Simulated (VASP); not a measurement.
Computed with vdW-DF-cx, VASP's PBE PAW potentials (set 64) (plane waves; VASP).

The input files of a VASP run:

### INCAR
```
LUSE_VDW  =  .TRUE.
ISMEAR  =  0
LMAXMIX  =  4   ! l cut-off of mixed one-centre charges
LORBIT  =  11   ! lm-projected
SYSTEM  =  TiO2
PREC  =  Accurate
LWAVE  =  .FALSE.
AGGAC  =  0.0
ICHARG  =  11
LASPH  =  .TRUE.   ! aspherical one-centre terms
SIGMA  =  0.05
ALGO  =  Normal   ! blocked Davidson
GGA  =  CX
ENCUT  =  520
NELM  =  100
EDIFF  =  1E-7
LCHARG  =  .FALSE.
LREAL  =  .FALSE.   ! projection in real space or not
```

### POSCAR
```
TiO2
1.0
  4.6021348754   0.0000000000   0.0000000000
  0.0000000000   4.6021348754   0.0000000000
  0.0000000000   0.0000000000   2.9516163714
Ti O
2 4
direct
  0.0000000000   0.0000000000   0.0000000000
  0.5000000000   0.5000000000   0.5000000000
  0.3041128654   0.3041128654   0.0000000000
  0.8041128654   0.1958871346   0.5000000000
  0.1958871346   0.8041128654   0.5000000000
  0.6958871346   0.6958871346   0.0000000000
```

**KPOINTS**
```
k-points along high-symmetry lines
10
Line-mode
Reciprocal
  0.000000   0.000000   0.000000 ! GAMMA
  0.000000   0.500000   0.000000 ! X

  0.000000   0.500000   0.000000 ! X
  0.500000   0.500000   0.000000 ! M

  0.500000   0.500000   0.000000 ! M
  0.000000   0.000000   0.000000 ! GAMMA

  0.000000   0.000000   0.000000 ! GAMMA
  0.000000   0.000000   0.500000 ! Z

  0.000000   0.000000   0.500000 ! Z
  0.000000   0.500000   0.500000 ! R

  0.000000   0.500000   0.500000 ! R
  0.500000   0.500000   0.500000 ! A

  0.500000   0.500000   0.500000 ! A
  0.000000   0.000000   0.500000 ! Z

  0.000000   0.500000   0.000000 ! X
  0.000000   0.500000   0.500000 ! R

  0.500000   0.500000   0.000000 ! M
  0.500000   0.500000   0.500000 ! A
```

POTCAR, in this order: Ti_sv O (PBE.64 set). Program: vasp_std. Read from the step before: CHGCAR.

The resulting files:

**OUTCAR**
```
 ion  position               nearest neighbor table
   1  0.000  0.000  0.000-   4 1.95   5 1.95   4 1.95   5 1.95   3 1.98   6 1.98
   2  0.500  0.500  0.500-   3 1.95   6 1.95   3 1.95   6 1.95   5 1.98   4 1.98
   3  0.304  0.304  0.000-   2 1.95   2 1.95   1 1.98
   4  0.804  0.196  0.500-   1 1.95   1 1.95   2 1.98
   5  0.196  0.804  0.500-   1 1.95   1 1.95   2 1.98
   6  0.696  0.696  0.000-   2 1.95   2 1.95   1 1.98
  LATTYP: Found a simple tetragonal cell.
 ALAT       =     4.6021348754
 C/A-ratio  =     0.6413580765
 Subroutine PRICEL returns:
 Original cell was already a primitive cell.
 Subroutine GETGRP returns: Found 16 space group operations
The static configuration has the point symmetry D_2h.
 The point group associated with its full space group is D_4h.
The dynamic configuration has the point symmetry D_2h.
 Subroutine INISYM returns: Found 16 space group operations
   k-points           NKPTS =     90   k-points in BZ     NKDIM =     90   number of bands    NBANDS=     28
   number of dos      NEDOS =    301   number of ions     NIONS =      6
   total plane-waves  NPLWV =  31104
   dimension x,y,z NGX =    36 NGY =   36 NGZ =   24
   dimension x,y,z NGXF=    72 NGYF=   72 NGZF=   48
   ions per type =               2   4
   PREC   = accura    normal or accurate (medium, high low for compatibility)
   ISTART =      0    job   : 0-new  1-cont  2-samecut
...
```

OSZICAR:
```
       N       E                     dE             d eps       ncg     rms          rms(c)
DAV:   1     0.626300383511E+03    0.62630E+03   -0.25867E+04  5040   0.207E+03
DAV:   2     0.591191024208E+02   -0.56718E+03   -0.55062E+03  5232   0.576E+02
DAV:   3    -0.352229162566E+02   -0.94342E+02   -0.89203E+02  8260   0.192E+02
DAV:   4    -0.416469242532E+02   -0.64240E+01   -0.63177E+01  7068   0.508E+01
DAV:   5    -0.419317567144E+02   -0.28483E+00   -0.28401E+00  7144   0.843E+00
DAV:   6    -0.419370784185E+02   -0.53217E-02   -0.53150E-02  6656   0.123E+00
DAV:   7    -0.419372604609E+02   -0.18204E-03   -0.18185E-03  7176   0.190E-01
DAV:   8    -0.419372644083E+02   -0.39474E-05   -0.39467E-05  6696   0.240E-02
DAV:   9    -0.419372645878E+02   -0.17943E-06   -0.17937E-06  6512   0.411E-03
DAV:  10    -0.419372645956E+02   -0.78780E-08   -0.78951E-08  3812   0.674E-04
   1 F= -.41937265E+02 E0= -.41937265E+02  d E =-.650482E-24
```

OUTCAR:
```
 val. band max:        4.7162752685   @ k =   0.0000   0.0000   0.0000

 cond. band min:       6.5394072464   @ k =   0.0000   0.0000   0.0000



 k-point     1 :       0.0000    0.0000    0.0000
  band No.  band energies     occupation
      1     -51.9891      2.00000
      2     -51.9717      2.00000
      3     -28.4281      2.00000
      4     -28.4281      2.00000
      5     -28.2636      2.00000
      6     -28.2636      2.00000
      7     -28.2230      2.00000
      8     -28.1895      2.00000
      9     -13.3965      2.00000
     10     -12.2211      2.00000
     11     -11.4972      2.00000
     12     -11.4972      2.00000
     13      -1.0398      2.00000
     14      -0.6336      2.00000
     15      -0.2470      2.00000
     16       0.9127      2.00000
     17       0.9127      2.00000
     18       2.1360      2.00000
     19       2.1360      2.00000
     20       2.7436      2.00000
     21       4.0213      2.00000
     22       4.2570      2.00000
     23       4.2570      2.00000
     24       4.7163      2.00000
     25       6.5394      0.00000
     26       6.8243      0.00000
     27       7.0988      0.00000
     28       7.1862      0.00000

 k-point     2 :       0.0000    0.0556    0.0000
  band No.  band energies     occupation
      1     -51.9889      2.00000
      2     -51.9718      2.00000
      3     -28.4271      2.00000
      4     -28.4270      2.00000
      5     -28.2649      2.00000
      6     -28.2648      2.00000
      7     -28.2228      2.00000
      8     -28.1898      2.00000
      9     -13.3854      2.00000
     10     -12.2210      2.00000
     11     -11.5089      2.00000
     12     -11.5014      2.00000
     13      -1.0186      2.00000
     14      -0.6207      2.00000
     15      -0.2273      2.00000
     16       0.9139      2.00000
     17       0.9150      2.00000
     18       2.1153      2.00000
     19       2.1320      2.00000
     20       2.7446      2.00000
     21       3.9998      2.00000
...
```

The density is held fixed in this step, so its total energy and stress have no physical meaning.

The compound is TiO2 in the rutile structure. It was relaxed first.
